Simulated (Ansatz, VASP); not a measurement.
# Si2W in two plane-wave programs, part 2 of 2

One calculation is typed for both programs; each brings its own data sets. How far apart do they land? The cell is taken from a series of runs on this material, whose earlier steps may have relaxed, scaled, displaced or heated it; both programs get it as it stands.

VASP 6.6.1 and Ansatz 0.2.0.

So far: The structure; VASP: zone-centre phonons, PBEsol.

## (3) Ansatz: zone-centre phonons, PBEsol

Level of this step: Ansatz beside VASP: Kohn-Sham DFT, plane waves, PBEsol (Ansatz).

Ansatz runs on its PAW soft_1 files.

The same cell, functional, mesh and smearing now go to Ansatz, which takes its cutoff from its data sets.

Input file input.yaml:

```yaml
crystal:
  lattice:
    - [-1.6101197178, 1.6101197178, 3.7907195857]
    - [1.6101197178, -1.6101197178, 3.7907195857]
    - [1.6101197178, 1.6101197178, -3.7907195857]
  atoms:
    - { symbol: Si, position: [0.3342807255, 0.3342807255, 0.0] }
    - { symbol: Si, position: [0.6657192745, 0.6657192745, 0.0] }
    - { symbol: W, position: [0.0, 0.0, 0.0] }
kpoints:
  mp_grid: { grid: [20, 20, 20] }
hamiltonian:
  xc: pbesol
  pseudopotentials: { kind: paw, azcp: { folder: soft_1 }, xc_functional: pbe }
scf:
  occupations: { method: methfessel_paxton, width: 0.2 }
output:
  eigenvalues: true
phonons:
  method: dfpt
```

Launch:

```bash
$ ansatz run input.yaml --threads 4 --pin off --max-ram 10240MiB --backend cpu --events-out ev --progress --plain --runs-dir out
```

Numbers of over 12 decimals in the logs are rounded to 6 here.

What it wrote:

```text
zone centre: on kpoints.mp_grid the ground state, and the responses unless they are solved on pairs of k-points, stand on 1166 of the mesh's 8000 k-points, reduced under 4 symmetry operations, with k and −k counted as one. Each operation leaves every solved displacement unchanged or reverses it
Engine: ansatz 0.2.0, aarch64-unknown-linux-gnu
Pseudopotentials: kind: paw
Pseudopotential: Si, paw, valence charge 4, recommended cutoff 420 eV (normal), soft_1/Si.paw.azcp
Pseudopotential: W, paw, valence charge 14, recommended cutoff 420 eV (normal), soft_1/W.paw.azcp
Functional definition: PBEsol
  exchange = pbesol_x
  correlation = pbesol_c
Crystal: 3 atoms, lattice volume = 39.310 Å³
Basis set: ecut = 420 eV, 777 PW (Γ), exchange–correlation on 60×60×60 points (8 copies of the dense FFT grid, shifted against one another)
Bands: 15, of which v1, the nominal top of the filled ones, is band 11 counted from 1 (10 counted from 0)
Symmetry: 16 space group operations
k-points: 1166 of 8000 (irreducible under 4 space group operations, time reversal used)
Non-local potential: Si, projectors of the file, l = 0: 2, l = 1: 2, l = 2: 1
Non-local potential: W, projectors of the file, l = 0: 3, l = 1: 2, l = 2: 2, l = 3: 1
PAW form: soft (Blöchl's): semilocal exchange-correlation on the pseudo side does not see the compensation charge
PAW frozen core: Si, regenerated for the run's functional, and the local potential with it (the file was generated under x = pbe(κ = 0.804, μ = 0.219515), c = pbe(β = 0.066725))
PAW frozen core: W, regenerated for the run's functional, and the local potential with it (the file was generated under x = pbe(κ = 0.804, μ = 0.219515), c = pbe(β = 0.066725))
PAW one-centre angular grid: Si, 110 points (default); XC on 64 Gauss nodes
PAW one-centre angular grid: W, 590 points (default); XC on 64 Gauss nodes
Initial density: superposition of atomic densities (chi_scale 0.1, normalization cell, long waves kept (reshape's long-wave potential 0.00 eV rms))
Initial wavefunctions: pseudopotential atomic-orbital guess
Functional: x = pbesol(κ = 0.804, μ = 0.123457), c = pbesol(β = 0.046)
SCF iter   1: F=—  HF=-11502.179927 eV  |F-HF|=—  |Δ(HF+E_count)|=         —  Δρ=5.07e-2  dr2=9.67e-1  ethr=3.10e-3  ⟨swp⟩=5.3  Hψ=102447  notcnv=0
preconditioner: auto → Kerker (q_TF=auto, 2.477 Å⁻¹)  [metal: Δε(μ)=0.013 eV  Ē_g=8.478 eV  σ=0.200 eV  W_gap=0.05  n_scr=10 (ndim 8)  ℏωp=22.2 eV  f_vac=0.000  D(μ)=0.21/eV (n_scr^D=0)]
SCF iter   2: F=—  HF=-11501.930523 eV  |F-HF|=—  |Δ(HF+E_count)|=   2.49e-1  S|Δr|=    0.00e0  Δρ=2.75e-2  dr2=2.25e-1  ethr=3.10e-3  ⟨swp⟩=2.1  Hψ=31831  notcnv=0
SCF iter   3: F=—  HF=-11501.849960 eV  |F-HF|=—  |Δ(HF+E_count)|=   8.06e-2  S|Δr|=    0.00e0  Δρ=6.22e-3  dr2=1.18e-2  ethr=1.02e-3  ⟨swp⟩=2.7  Hψ=31270  notcnv=0
SCF iter   4: F=—  HF=-11501.845675 eV  |F-HF|=—  |Δ(HF+E_count)|=   4.29e-3  S|Δr|=    0.00e0  Δρ=5.17e-4  dr2=5.93e-5  ethr=5.36e-5  ⟨swp⟩=2.7  Hψ=27053  notcnv=0
SCF iter   5: F=—  HF=-11501.845656 eV  |F-HF|=—  |Δ(HF+E_count)|=   1.90e-5  S|Δr|=    0.00e0  Δρ=6.21e-5  dr2=1.37e-6  ethr=2.70e-7  ⟨swp⟩=2.1  Hψ=25995  notcnv=0
SCF iter   6: F=—  HF=-11501.845657 eV  |F-HF|=—  |Δ(HF+E_count)|=   1.58e-6  S|Δr|=    0.00e0  Δρ=1.04e-5  dr2=4.48e-8  ethr=6.21e-9  ⟨swp⟩=2.6  Hψ=26806  notcnv=0
SCF iter   7: F=—  HF=-11501.845657 eV  |F-HF|=—  |Δ(HF+E_count)|=   7.71e-9  S|Δr|=    0.00e0  Δρ=1.70e-6  dr2=1.59e-9  ethr=2.04e-10  ⟨swp⟩=2.3  Hψ=26272  notcnv=0
SCF iter   8: F=—  HF=-11501.845657 eV  |F-HF|=—  |Δ(HF+E_count)|=  4.00e-10  S|Δr|=    0.00e0  Δρ=2.75e-7  dr2=3.29e-11  ethr=7.23e-12  ⟨swp⟩=2.3  Hψ=25210  notcnv=0
SCF iter   9: F=-11501.845657 eV  HF=-11501.845657 eV  |F-HF|=1.82e-12  |Δ(HF+E_count)|=  7.28e-12  S|Δr|=    0.00e0  Δρ=2.44e-8  dr2=2.08e-13  ethr=1.00e-12  ⟨swp⟩=5.3  Hψ=73408  notcnv=0
the search or the solves at the SCF's close seem to have found levels that the self-consistency loop had missed (the run counts 8). By its estimate they hold under 1e-12 electrons; where the run keeps them, the occupations were computed again with them
SCF 1 converged in 9 iterations: F = -11501.845657 eV  dr2 = 2.08e-13
  greatest PAW one-centre occupation: 0.999 electrons in one spin orbital (limit 2), on the W atom at site 2 (counted from 0), in its partial waves of l = 0
DFPT response loops at Γ: preconditioner auto → Kerker (q_TF=auto, 2.477 Å⁻¹) (partly filled bands, converged f_vac=0.000); β = 1.00, the filter's whole step (`scf.mixing.beta` (0.50) is not read by the response loops under this deck's `scf.mixing.preconditioner`; to damp them name `kerker` or `kerker_dos`, under which they read `scf.mixing.beta`, and type it under 1.00, their step now; both keys bind the ground state too); Broyden in place of MSR1
SCF converged after 9 iterations
Stability not checked: this state was not tested for a lower state beside it, because cold or Methfessel-Paxton smearing, or corrected tetrahedra, fill the levels in a way that the test cannot read (fill_not_monotonic; see scf.lower_state_search)
Free energy (F): -11501.845657 eV
Harris-Foulkes:  -11501.845657 eV  (|F-HF|=1.82e-12)
Internal energy: -11501.846835 eV  (E = F + TS)
E sigma→0 (E₀):  -11501.845951 eV
Entropy (-TS):   0.001177 eV (0.392 meV/atom)
Fermi energy:    16.973406 eV
--- Per-component energies (eV) ---
  E_band       = -73.737378
  E_kinetic    = 516.130696
  E_local      = -863.229416  (includes V_loc(G=0)·N_el)
  E_nonlocal   = 21.573885
  E_hartree    = 377.107921
  E_xc         = -383.787248
  E_vxc        = -334.716888  (∫ρ·V_xc dr)
  E_paw        = -9446.914858  (= ΣΔE_a)
  E_vpaw       = -167.711696  (= ΣTr[D̂ρ^β])
  E_aug_tail   = 0.000209  (compensation charges beyond the density's cutoff)
  E_ewald      = -1723.013001
  E_core_change = 0.284979  (= ΣΔE_core)
  E_smearing   = 0.001177  (= −TS)
  E_closure    = 0.000000  (closes the sum)
  Σ components = -11501.845657   (vs F -11501.845657, Δ=0.00e0)
--- Band table (eV; the first three rows and the last of 1166) ---
  k-point 0: bands = [... 7 lower, 13.8614, 13.9829, 13.9829, 17.5131, 19.8345, 19.8648, 20.0135, 20.0135]
  k-point 1: bands = [... 7 lower, 13.6701, 13.7725, 14.5971, 17.0783, 19.7250, 20.0824, 20.0852, 20.1357]
  k-point 2: bands = [... 7 lower, 13.2508, 13.7260, 15.1959, 16.0995, 19.5434, 20.2506, 20.2702, 20.7731]
  k-point 1165: bands = [... 7 lower, 14.3038, 16.0154, 16.0154, 16.5963, 16.5963, 17.7401, 22.3264, 22.5183]
--- Phonons (Γ-DFPT): 4 representative perturbations + reference, on 1166 of 8000 k-points (Σ response iterations 12) ---
  k mesh reduced under 4 symmetry operations, with k and −k counted as one. Each operation leaves every solved displacement unchanged or reverses it
  ASR residual: 8.373e-6 → 0.000e0 eV/Å²; symmetrization residual: 1.696e-6 eV/Å²
  ASR residual per site (eV/Å²): 8.37e-6 8.37e-6 5.93e-6
  Γ frequencies (cm⁻¹): 0.00 0.00 0.00 263.73 263.73 342.00 344.50 344.50 495.75
  non-analytic LO–TO correction: not included (Born effective charges unavailable; polar crystals: no LO–TO splitting at Γ)
```

## (4) Differences

Known differences besides the potentials themselves: the data sets hold 22 valence electrons in Ansatz (on its PAW soft_1 files) and 14 in VASP; the cutoff is 420 eV in Ansatz and 600 eV in VASP; Ansatz makes its cores anew for this functional, VASP keeps those of its PBE data sets. Total energies have different zeros and are not compared.

Both answers:

```
                  quantity  Ansatz   VASP  difference
optical mode 1 to 2 (cm⁻¹)   263.7  266.1     -0.89 %
     optical mode 3 (cm⁻¹)   342.0  344.4     -0.70 %
optical mode 4 to 5 (cm⁻¹)   344.5  346.8     -0.66 %
     optical mode 6 (cm⁻¹)   495.8  498.6     -0.56 %
```

Modes are paired by rising frequency, not by their patterns, so a pair may set unlike modes beside each other; they are those without the splitting of longitudinal modes.

## (5) Summary of results

| Property | Result |
| --- | --- |
| r.m.s. difference of the optical zone-centre modes, each program's sorted by frequency (zone-centre phonons, PBEsol) | 2.4 cm⁻¹ |
| difference in optical mode 1 to 2 (zone-centre phonons, PBEsol) | -0.9 % |

In words: The r.m.s. difference of the optical zone-centre modes, each program's sorted by frequency is 2.4 cm⁻¹ (zone-centre phonons, PBEsol). The data sets hold unlike numbers of valence electrons (22 in Ansatz and 14 in VASP), so part of the differences comes from the potentials. Among the rows given in per cent, the largest difference of the zone-centre phonons, PBEsol pair is in optical mode 1 to 2, -0.9 %. Such differences can come from data sets, numerical settings and the points named under the comparisons, not from the functional's error against experiment.

[Lines on the potential files, build, host, timing and source positions are cut from VASP's logs without a mark.]

[Logs are printed without paths, hosts, clocks, repeated set-up lines and the standing remarks that a program may print on its own settings, such as how far it seeks lower states.]

[Hosts, paths, dates, database ids (printed as entryN), source tags and the programs' standing remarks are cut or masked in the printed files.]
